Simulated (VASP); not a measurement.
VASP ran on this input.

**INCAR**
```
# general
SYSTEM  = Ir
PREC    = Accurate
ENCUT   = 520
LREAL   = .FALSE.
LASPH   = .TRUE.

# electronic loop
EDIFF   = 1E-7
NELM    = 100
ALGO    = Normal
LMAXMIX = 6

# smearing
ISMEAR  = -5

# functional
GGA     = PE
IVDW    = 13

# ions
ISIF    = 2

# output
LWAVE   = .FALSE.
LCHARG  = .TRUE.
LORBIT  = 11
NEDOS   = 601
```

KPOINTS:
```
Automatic mesh
0
Gamma
18 18 18
0 0 0
```

**POSCAR**
```
Ir
1
    0.0000000000     1.9196362186     1.9196362186
    1.9196362186    -0.0000000000     1.9196362186
    1.9196362186     1.9196362186    -0.0000000000
Ir
1
Direct
  0.0000000000   0.0000000000   0.0000000000
```

POTCAR, in this order: Ir (PBE.64 set). Program: vasp_std.

### Question
Write an equivalent input for Ansatz.

### Answer
One equivalent input (not run):
Ansatz 0.2 input:
```yaml
crystal:
  lattice:
    - [0.0000000, 1.9196362, 1.9196362]
    - [1.9196362, 0.0000000, 1.9196362]
    - [1.9196362, 1.9196362, 0.0000000]
  atoms:
    - { symbol: Ir, position: [0.0000000, 0.0000000, 0.0000000] }
kpoints:
  mp_grid: { grid: [18, 18, 18] }
hamiltonian:
  xc: pbe
  dispersion: d4
  pseudopotentials: { kind: paw }
scf:
  occupations: { method: tetrahedron }
  max_iter: 100
output: { forces: true, stress: true, eigenvalues: true }
```
What does not carry over: each code has its own PAW files, so the cut-off isn't converted (ENCUT is set for VASP's; basis.ecutwfc is left out, and Ansatz then takes the one that its files recommend); Ansatz stops its SCF on the density residual and VASP on the energy change (EDIFF).

The compound is Ir in the fcc structure. It was relaxed first.
